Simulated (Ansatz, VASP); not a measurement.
# YAlBMo: VASP beside Ansatz, part 2 of 2

Wanted: the spread between two codes on one cell, functional and k mesh. The cell is invented: As first built, before any earlier steps moved the atoms (in the runner's words): it takes the YB2Mo structure with some of its atoms replaced by other elements, volume scaled by an estimate. It may not be a known or stable phase. The cell is taken from a series of VASP runs on this material, whose earlier steps may have relaxed, scaled or displaced it; both programs get it as it stands.

VASP 6.6.1 and Ansatz 0.2.0.

So far: The structure; VASP: relaxation of cell and atoms, r2SCAN.

## Step 3: Ansatz: relaxation of cell and atoms, r2SCAN

Level of this step: Ansatz beside VASP: Kohn-Sham DFT, plane waves, r2SCAN (Ansatz).

Ansatz runs on its default PAW (the set named soft_2) files.

The same cell, functional, mesh and smearing now go to Ansatz, which takes its cutoff from its data sets.

input.yaml

```yaml
crystal:
  lattice:
    - [3.1396492491, 0.0, 0.0]
    - [0.0, 1.574036907, 6.8384899503]
    - [0.0, -1.574036907, 6.8384899503]
  atoms:
    - { symbol: Mo, position: [0.5, 0.8688044232, 0.8688044232] }
    - { symbol: "Y", position: [0.0, 0.2006907574, 0.2006907574] }
    - { symbol: Al, position: [0.5, 0.530614217, 0.530614217] }
    - { symbol: B, position: [0.0, 0.3998906025, 0.3998906025] }
hamiltonian:
  xc: r2scan
  pseudopotentials: { kind: paw }
kpoints:
  mp_grid: { grid: [7, 7, 7] }
scf:
  occupations: { method: fermi_dirac, width: 0.05 }
relax:
  f_tol: 0.01
  max_steps: 60
  cell: { stress_tol: 0.05 }
output:
  forces: true
  stress: true
```

Started as:

```sh
ansatz run input.yaml --threads 4 --pin off --max-ram 9216MiB --backend cpu --events-out ev --progress --plain --runs-dir out
```

Numbers of over 12 decimals in the logs are rounded to 6 here.

What it wrote:

```text
basis.fft_grid_basis auto: the FFT boxes are laid along the combinations [[1, 0, 0], [0, 1, -1], [0, 0, 1]] of the cell's own vectors, 3.140, 3.148 and 7.017 Å long. The dense box has 24×24×54 points. Along the cell's own vectors, as sized, it would have 24×54×54, 2.25 times as many. Of the 4 symmetry operations that the crystal satisfies within crystal.symmetry.tolerance (time reversal apart; of a slab, those that k [...]
Engine: ansatz 0.2.0, x86_64-unknown-linux-gnu
Pseudopotentials: kind: paw
Pseudopotential: Mo, paw, valence charge 14, recommended cutoff 500 eV (meta_gga), Mo.paw.azcp
Pseudopotential: Y, paw, valence charge 11, recommended cutoff 500 eV (meta_gga), Y.paw.azcp
Pseudopotential: Al, paw, valence charge 3, recommended cutoff 500 eV (meta_gga), Al.paw.azcp
Pseudopotential: B, paw, valence charge 3, recommended cutoff 500 eV (meta_gga), B.paw.azcp
Functional definition: r2SCAN
  parameter k0 = 0.174
  parameter k1 = 0.065
  parameter a1 = 4.9479
  exchange = r2scan_x(k0 = k0, k1 = k1, a1 = a1)
  correlation = r2scan_c
Crystal: 4 atoms, lattice volume = 67.591 Å³
Basis set: ecut = 500 eV, 1703 PW (Γ), FFT grids on a1, a2−a3, a3, exchange–correlation on 96×96×216 points (64 copies of the dense FFT grid, shifted against one another)
Bands: 20, of which v1, the nominal top of the filled ones, is band 16 counted from 1 (15 counted from 0)
Symmetry: 4 space group operations
Space group: Amm2 (ITA 38), of the structure as read, at distance tolerance 4.1e-5 Å
k-points: 64 of 343 (time reversal used)
Non-local potential: Mo, projectors of the file, l = 0: 3, l = 1: 2, l = 2: 2, l = 3: 1
Non-local potential: Y, projectors of the file, l = 0: 3, l = 1: 2, l = 2: 2, l = 3: 1
Non-local potential: Al, projectors of the file, l = 0: 2, l = 1: 2, l = 2: 1
Non-local potential: B, projectors of the file, l = 0: 2, l = 1: 2, l = 2: 1
PAW form: soft (Blöchl's): semilocal exchange-correlation on the pseudo side does not see the compensation charge
PAW frozen core: Mo, regenerated for the run's functional (the file was generated under x = pbe(κ = 0.804, μ = 0.219515), c = pbe(β = 0.066725))
PAW frozen core: Y, regenerated for the run's functional (the file was generated under x = pbe(κ = 0.804, μ = 0.219515), c = pbe(β = 0.066725))
PAW frozen core: Al, regenerated for the run's functional (the file was generated under x = pbe(κ = 0.804, μ = 0.219515), c = pbe(β = 0.066725))
PAW frozen core: B, regenerated for the run's functional (the file was generated under x = pbe(κ = 0.804, μ = 0.219515), c = pbe(β = 0.066725))
PAW one-centre angular grid: Mo, 590 points (default); XC on 160 Gauss nodes
PAW one-centre angular grid: Y, 590 points (default); XC on 160 Gauss nodes
PAW one-centre angular grid: Al, 302 points (default); XC on 160 Gauss nodes
PAW one-centre angular grid: B, 302 points (default); XC on 160 Gauss nodes
Initial density: superposition of atomic densities (neutral atoms: chi_scale 0, normalization atom), corrected by the library's trained network
Initial wavefunctions: pseudopotential atomic-orbital guess
Functional: x = r2scan, c = r2scan; τ floored in thin density (d = 2e-4 eV/Å³)
SCF iter   1: F=—  HF=-9524.786480 eV  |F-HF|=—  |Δ(HF+E_count)|=         —  Δρ=1.01e-2  dr2=1.07e-1  dr2_τ=1.09e-1  ethr=1.77e-3  ⟨swp⟩=6.2  Hψ=6163  notcnv=0
preconditioner: auto → Kerker (q_TF=auto, 2.396 Å⁻¹)  [metal: Δε(μ)=0.012 eV  Ē_g=5.356 eV  σ=0.050 eV  W_gap=0.06  n_scr=14 (ndim 8)  ℏωp=17.5 eV  f_vac=0.000  D(μ)=2.47/eV (n_scr^D=18)]
SCF iter   2: F=—  HF=-9524.859422 eV  |F-HF|=—  |Δ(HF+E_count)|=   7.29e-2  Δρ=5.76e-3  dr2=3.65e-2  dr2_τ=3.94e-3  ethr=3.44e-4  ⟨swp⟩=2.0  Hψ=2560  notcnv=0
SCF iter   3: F=—  HF=-9524.857229 eV  |F-HF|=—  |Δ(HF+E_count)|=   2.19e-3  Δρ=3.24e-3  dr2=9.27e-3  dr2_τ=6.05e-4  ethr=1.18e-4  ⟨swp⟩=1.3  Hψ=1330  notcnv=0
SCF iter   4: F=—  HF=-9524.857429 eV  |F-HF|=—  |Δ(HF+E_count)|=   1.99e-4  Δρ=6.40e-4  dr2=6.49e-4  dr2_τ=2.27e-5  ethr=2.99e-5  ⟨swp⟩=2.4  Hψ=2313  notcnv=0
SCF iter   5: F=—  HF=-9524.857419 eV  |F-HF|=—  |Δ(HF+E_count)|=   9.57e-6  Δρ=1.91e-4  dr2=4.28e-5  dr2_τ=4.66e-6  ethr=2.09e-6  ⟨swp⟩=1.6  Hψ=1373  notcnv=0
SCF iter   6: F=—  HF=-9524.857420 eV  |F-HF|=—  |Δ(HF+E_count)|=   6.78e-7  Δρ=4.06e-5  dr2=1.93e-6  dr2_τ=5.21e-8  ethr=1.38e-7  ⟨swp⟩=2.2  Hψ=1734  notcnv=0
SCF iter   7: F=—  HF=-9524.857421 eV  |F-HF|=—  |Δ(HF+E_count)|=   8.70e-7  Δρ=1.72e-5  dr2=5.26e-7  dr2_τ=1.25e-8  ethr=6.22e-9  ⟨swp⟩=2.0  Hψ=1743  notcnv=0
SCF iter   8: F=-9524.857421 eV  HF=-9524.857421 eV  |F-HF|=2.55e-10  |Δ(HF+E_count)|=   1.44e-7  Δρ=3.89e-6  dr2=1.48e-8  dr2_τ=9.88e-10  ethr=3.23e-10  ⟨swp⟩=3.0  Hψ=4747  notcnv=0
SCF 1 converged in 8 iterations: F = -9524.857421 eV  dr2 = 1.48e-8
  greatest PAW one-centre occupation: 0.997 electrons in one spin orbital (limit 2), on the Mo atom at site 0 (counted from 0), in its partial waves of l = 0
relax step   1: F+E_penalty+E_count = -9524.85742065 eV  Δ(F+E_penalty+E_count) = +0.000e0 eV  max|allowed force component| = 4.373e-1 eV/Å  Δτ_max = 0.0000 Å  P = -0.441 GPa  Ω = 67.591 Å³  (8 SCF iters, dr2 threshold 1.00e-7 eV, accepted)
[...]
relax step   2: F+E_penalty+E_count = -9524.85879586 eV  Δ(F+E_penalty+E_count) = -1.375e-3 eV  max|allowed force component| = 3.065e-1 eV/Å  Δτ_max = 0.0497 Å  P = -0.995 GPa  Ω = 68.415 Å³  energy of the carried Pulay correction = -1.975e-4 eV  (7 SCF iters, dr2 threshold 4.00e-7 eV, accepted)
[...]
relax step   3: F+E_penalty+E_count = -9524.86847433 eV  Δ(F+E_penalty+E_count) = -9.678e-3 eV  max|allowed force component| = 4.480e-2 eV/Å  Δτ_max = 0.0227 Å  P = +0.175 GPa  Ω = 67.538 Å³  energy of the carried Pulay correction = +1.263e-5 eV  (6 SCF iters, dr2 threshold 4.00e-7 eV, accepted)
[...]
relax step   4: F+E_penalty+E_count = -9524.86865897 eV  Δ(F+E_penalty+E_count) = -1.846e-4 eV  max|allowed force component| = 1.926e-2 eV/Å  Δτ_max = 0.0047 Å  P = -0.018 GPa  Ω = 67.606 Å³  energy of the carried Pulay correction = -3.699e-6 eV  (6 SCF iters, dr2 threshold 2.03e-7 eV, accepted)
[...]
relax step   5: F+E_penalty+E_count = -9524.86869814 eV  Δ(F+E_penalty+E_count) = -3.917e-5 eV  max|allowed force component| = 4.431e-3 eV/Å  Δτ_max = 0.0022 Å  P = +0.002 GPa  Ω = 67.603 Å³  energy of the carried Pulay correction = -2.989e-6 eV  (6 SCF iters, dr2 threshold 2.32e-8 eV, accepted)
[...]
relax step   6: F+E_penalty+E_count = -9524.86870964 eV  Δ(F+E_penalty+E_count) = -1.150e-5 eV  max|allowed force component| = 2.609e-4 eV/Å  Δτ_max = 0.0006 Å  P = -0.001 GPa  Ω = 67.600 Å³  energy of the carried Pulay correction = -2.227e-6 eV  (6 SCF iters, dr2 threshold 9.17e-9 eV, accepted)
[...]
relax step   7: F+E_penalty+E_count = -9524.86871532 eV  Δ(F+E_penalty+E_count) = -5.677e-6 eV  max|allowed force component| = 2.556e-4 eV/Å  Δτ_max = 0.0000 Å  P = -0.002 GPa  Ω = 67.600 Å³  stress off target by 1.25e-2 GPa  SCF on the basis re-selected at this cell (its energy is not comparable with the rows above)  (5 SCF iters)
basis re-selected at this cell: Δ(F+E_penalty+E_count) = -5.677e-6 eV, ΔP = -0.001 GPa vs the last step (what re-selecting the basis moved, of the pressure what is left beyond the Pulay correction that the steps carried, after the strain that the cell walked since its last selection, with what the two solves' SCF thresholds leave and, on support functions, any second-order correction that the steps lacked; it is no m [...]
SCF converged after 5 iterations
Free energy (F): -9524.868715 eV
Harris-Foulkes:  -9524.868715 eV  (|F-HF|=1.09e-11)
Internal energy: -9524.849978 eV  (E = F + TS)
E sigma→0 (E₀):  -9524.859347 eV
Entropy (-TS):   -0.018738 eV (-4.684 meV/atom)
Fermi energy:    12.243557 eV
--- Per-component energies (eV) ---
  E_band       = -240.670834
  E_kinetic    = 815.780573
  E_local      = -2230.854373  (includes V_loc(G=0)·N_el)
  E_nonlocal   = 213.762902
  E_hartree    = 839.740666
  E_xc         = -414.664680
  E_vxc        = -550.713540  (∫ρ·V_xc dr)
  E_paw        = -6612.121660  (= ΣΔE_a)
  E_vpaw       = -200.367200  (= ΣTr[D̂ρ^β])
  E_aug_tail   = 0.000004  (compensation charges beyond the density's cutoff)
  E_vtau       = 32.239375  (kinetic-family band-sum trace: ∫τ·v_τ [+ j·A + Jᵃ·Aᵃ] dr)
  E_ewald      = -2136.039704
  E_core_change = -0.453707  (= ΣΔE_core)
  E_smearing   = -0.018738  (= −TS)
  E_closure    = 0.000000  (closes the sum)
  Σ components = -9524.868715   (vs F -9524.868715, Δ=0.00e0)
--- Forces (eV/Å), atoms counted from 1 ---
  atom   1  Mo     0.00000000     0.00000000    -0.00025631
  atom   2  Y     -0.00000000     0.00000000    -0.00004586
  atom   3  Al     0.00000000     0.00000000     0.00011771
  atom   4  B     -0.00000000    -0.00000000     0.00018149
  max |Σ_I F_I| component: 2.97e-6 eV/Å
--- Stress (GPa, compression-positive) ---
       -0.006124      -0.000000       0.000000
       -0.000000       0.012479       0.000000
        0.000000       0.000000      -0.012307
  P = ⅓ Tr σ = -0.0020 GPa (-0.020 kbar)
--- Relaxed structure (6 steps of the walk, 6 accepted, 1 SCFs on fresh bases) ---
  F+E_penalty+E_count = -9524.86871532 eV   max|allowed force component| = 2.556e-4 eV/Å   (the final SCF, on the basis selected at the relaxed cell)
  cell:  # Å, volume = 67.5998 Å³
    - [3.124646, 0, 0]
    - [0, 1.580047, 6.846124]
    - [0, -1.580047, 6.846124]
  atoms:
    - { symbol: Mo, position: [0.5, 0.871199, 0.871199] }
    - { symbol: Y, position: [0, 0.200448, 0.200448] }
    - { symbol: Al, position: [0.5, 0.529505, 0.529505] }
    - { symbol: B, position: [0, 0.398848, 0.398848] }
```

Wall time 29 s (4 threads of Intel Xeon Platinum 8259CL at 2.50GHz (Skylake/Cascade Lake), shared host); peak memory 0.6 GiB.

## Step 4: Side by side

Known differences besides the potentials themselves: VASP keeps PBE cores, Ansatz makes them for the functional; both relaxations stop at a tolerance, which leaves soft axes loose, and VASP keeps its plane-wave basis; the cutoff is 500 eV in Ansatz and 520 eV in VASP; Ansatz adds a Pulay correction to the stress that steers its cell, VASP none. Total energies have different zeros and are not compared.

The two programs side by side:

```csv
quantity,Ansatz,VASP,difference
volume (Å³),67.60,67.64,-0.06 %
"edge a after relaxation, in the typed setting (Å)",3.125,3.126,-0.05 %
"edge b after relaxation, in the typed setting (Å)",7.026,7.020,+0.08 %
```

The walks stopped with 0.00 GPa left in Ansatz and 0.01 GPa in VASP; each walk ends within a tolerance, so the volume difference is uncertain by about these residues over the bulk modulus, most in soft cells.

## Step 5: What came out

```yaml
difference_in_edge_b_after_relaxation_in_the_typed_setting_relaxation_of_cell_and_atoms_r2scan: 0.084 %
```

**Reading.** The difference in edge b after relaxation, in the typed setting is 0.084 % (relaxation of cell and atoms, r2SCAN), within the 1.2 % picked in this series as the mark of a large difference, as far as the stopping tolerances let one tell. Such differences can come from data sets, numerical settings and the points named under the comparisons, not from the functional's error against experiment.

[Lines on the potential files, build, host, timing and source positions are cut from VASP's logs without a mark.]

[Logs are printed without paths, hosts, clocks, repeated set-up lines and the standing remarks that a program may print on its own settings, such as how far it seeks lower states.]

[Hosts, paths, dates, database ids (printed as entryN), source tags and the programs' standing remarks are cut or masked in the printed files.]
